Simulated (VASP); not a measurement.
All values below come from PBE GGA, VASP's PBE PAW potentials (set 64) (plane waves; VASP).

The input files of a VASP run:

**INCAR**
```
LMAXMIX=4   ! l cut-off of mixed one-centre charges
LREAL=.FALSE.   ! projection in real space or not
ISIF=2
SYSTEM=TiSi
LASPH=.TRUE.   ! aspherical one-centre terms
LWAVE=.FALSE.
SIGMA=0.136
GGA=PE   ! PBE
ISMEAR=0
ALGO=Normal   ! blocked Davidson
LCHARG=.FALSE.
NELM=100
ENCUT=300
EDIFF=1E-6   ! SCF stop (eV)
PREC=Accurate
```

POSCAR:
```
TiSi
1
    3.0863580000     0.0000000000     0.0000000000
    0.0000000000     3.0863580000     0.0000000000
    0.0000000000     0.0000000000     3.0863580000
Ti Si
1 1
Direct
  0.0000000000   0.0000000000   0.0000000000
  0.5000000000   0.5000000000   0.5000000000
```

File KPOINTS:
```
Automatic mesh
0
Gamma
6 6 6
0 0 0
```

POTCAR, in this order: Ti_sv Si (PBE.64 set). Program: vasp_std.

Output

File OUTCAR:
```
 ion  position               nearest neighbor table
   1  0.000  0.000  0.000-   2 2.67   2 2.67   2 2.67   2 2.67   2 2.67   2 2.67   2 2.67   2 2.67
  LATTYP: Found a simple cubic cell.
 ALAT       =     3.0863580000
 Subroutine PRICEL returns:
 Original cell was already a primitive cell.
 Subroutine GETGRP returns: Found 48 space group operations
The static configuration has the point symmetry O_h .
The dynamic configuration has the point symmetry O_h .
 Subroutine INISYM returns: Found 48 space group operations
 Subroutine IBZKPT returns following result:
 Found     20 irreducible k-points:

 Following reciprocal coordinates:
            Coordinates               Weight
  0.000000  0.000000  0.000000      1.000000
  0.166667  0.000000  0.000000      6.000000
  0.333333  0.000000  0.000000      6.000000
  0.500000  0.000000  0.000000      3.000000
  0.166667  0.166667  0.000000     12.000000
  0.333333  0.166667  0.000000     24.000000
  0.500000  0.166667  0.000000     12.000000
  0.333333  0.333333  0.000000     12.000000
  0.500000  0.333333  0.000000     12.000000
  0.500000  0.500000  0.000000      3.000000
  0.166667  0.166667  0.166667      8.000000
  0.333333  0.166667  0.166667     24.000000
  0.500000  0.166667  0.166667     12.000000
  0.333333  0.333333  0.166667     24.000000
  0.500000  0.333333  0.166667     24.000000
  0.500000  0.500000  0.166667      6.000000
  0.333333  0.333333  0.333333      8.000000
  0.500000  0.333333  0.333333     12.000000
  0.500000  0.500000  0.333333      6.000000
  0.500000  0.500000  0.500000      1.000000
   k-points           NKPTS =     20   k-points in BZ     NKDIM =     20   number of bands    NBANDS=     12
   number of dos      NEDOS =    301   number of ions     NIONS =      2
   total plane-waves  NPLWV =   5832
   dimension x,y,z NGX =    18 NGY =   18 NGZ =   18
   dimension x,y,z NGXF=    36 NGYF=   36 NGZF=   36
   ions per type =               1   1
   PREC   = accura    normal or accurate (medium, high low for compatibility)
   ISTART =      0    job   : 0-new  1-cont  2-samecut
   ICHARG =      2    charge: 1-file 2-atom 10-const
   ISPIN  =      1    spin polarized calculation?
   LNONCOLLINEAR =      F non collinear calculations
   LSORBIT =      F    spin-orbit coupling
   INIWAV =      1    electr: 0-lowe 1-rand  2-diag
   ENCUT  =  300.0 eV  22.05 Ry    4.70 a.u.   4.36  4.36  4.36*2*pi/ulx,y,z
   NELM   =    100;   NELMIN=  2; NELMDL= -5     # of ELM steps
   EDIFF  = 0.1E-05   stopping-criterion for ELM
   LREAL  =      F    real-space projection
   NLSPLINE    = F    spline interpolate recip. space projectors
   LMAXMIX     =    4 max onsite mixed and CHGCAR
   VOSKOWN=      0    Vosko Wilk Nusair interpolation
   EDIFFG = 0.1E-04   stopping-criterion for IOM
   NSW    =      0    number of steps for IOM
   NBLOCK =      1;   KBLOCK =      1    inner block; outer block
   IBRION =     -1    ionic relax: 0-MD 1-quasi-New 2-CG
   NFREE  =      0    steps in history (QN), initial steepest desc. (CG)
   ISIF   =      2    stress and relaxation
   ISYM   =      2    0-nonsym 1-usesym 2-fastsym
   TEIN   =    0.0    initial temperature
   TEBEG  =    0.0;   TEEND  =   0.0 temperature during run
   SMASS  =  -3.00    Nose mass-parameter (am)
   PSTRESS=    0.0 pullay stress
   NELECT =      16.0000    total number of electrons
   EFERMI =   0.00;   METHOD = LEGACY
   ISMEAR =     0;   SIGMA  =   0.14  broadening in eV -4-tet -1-fermi 0-gaus
   IALGO  =     38    algorithm
   LDIAG  =      T    sub-space diagonalisation (order eigenvalues)
   IMIX   =      4    mixing-type and parameters
     AMIX     =   0.40;   BMIX     =  1.00
     AMIX_MAG =   1.60;   BMIX_MAG =  1.00
     AMIN     =   0.10
...
```

File OSZICAR:
```
       N       E                     dE             d eps       ncg     rms          rms(c)
DAV:   1     0.736701655321E+02    0.73670E+02   -0.58089E+03   484   0.102E+03
DAV:   2    -0.114859480916E+02   -0.85156E+02   -0.82650E+02   496   0.279E+02
DAV:   3    -0.155535935519E+02   -0.40676E+01   -0.37534E+01   668   0.607E+01
DAV:   4    -0.156679577334E+02   -0.11436E+00   -0.11411E+00   576   0.985E+00
DAV:   5    -0.156727755264E+02   -0.48178E-02   -0.48170E-02   720   0.160E+00    0.113E+01
DAV:   6    -0.140669431524E+02    0.16058E+01   -0.13529E+01   608   0.408E+01    0.446E+00
DAV:   7    -0.138283797386E+02    0.23856E+00   -0.17168E+00   572   0.146E+01    0.271E+00
DAV:   8    -0.138296097140E+02   -0.12300E-02   -0.27227E-01   552   0.582E+00    0.134E+00
DAV:   9    -0.138098168904E+02    0.19793E-01   -0.77606E-02   568   0.344E+00    0.299E-01
DAV:  10    -0.138101534885E+02   -0.33660E-03   -0.26099E-03   560   0.521E-01    0.194E-01
DAV:  11    -0.138100254418E+02    0.12805E-03   -0.39917E-04   552   0.246E-01    0.329E-02
DAV:  12    -0.138100169564E+02    0.84854E-05   -0.25976E-05   596   0.571E-02    0.671E-03
DAV:  13    -0.138100164042E+02    0.55218E-06   -0.17413E-06   464   0.130E-02
   1 F= -.13810016E+02 E0= -.13798088E+02  d E =-.238567E-01
```

### OUTCAR
```
------------------------ aborting loop because EDIFF is reached ----------------------------------------
  FORCE on cell =-STRESS in cart. coord.  units (eV):
  Direction    XX          YY          ZZ          XY          YZ          ZX
  --------------------------------------------------------------------------------------
  Total        0.7219615      0.7219615      0.7219615     -0.0000000     -0.0000000      0.0000000
  in kB       39.3446546     39.3446546     39.3446546     -0.0000000     -0.0000000      0.0000000
  external PRESSURE =      39.3446546 kB  Pullay stress =       0.0000000 kB
  volume of cell :       29.40
      direct lattice vectors                 reciprocal lattice vectors
     3.086358000  0.000000000  0.000000000     0.324006483  0.000000000  0.000000000
     0.000000000  3.086358000  0.000000000     0.000000000  0.324006483  0.000000000
     0.000000000  0.000000000  3.086358000     0.000000000  0.000000000  0.324006483
 POSITION                                       TOTAL-FORCE (eV/Angst)
 -----------------------------------------------------------------------------------
      0.00000      0.00000      0.00000         0.000000      0.000000      0.000000
      1.54318      1.54318      1.54318         0.000000      0.000000      0.000000
 -----------------------------------------------------------------------------------
    total drift:                                0.000000     -0.000000     -0.000000
  FREE ENERGIE OF THE ION-ELECTRON SYSTEM (eV)
  ---------------------------------------------------
  free  energy   TOTEN  =       -13.8100164042 eV

  energy  without entropy=      -13.7861596845  energy(sigma->0) =      -13.79808804
```
(Selected blocks of OUTCAR.)

At this cut-off the stress carries a Pulay error, which pulls relaxed volumes low.

The structure was generated: TiSi was put into an ordered model structure, which need not be its known phase. The cell was not relaxed at this level. The k-mesh is coarse (spacing up to 0.34 per Å, 2π included), so the numbers may not be converged in it.
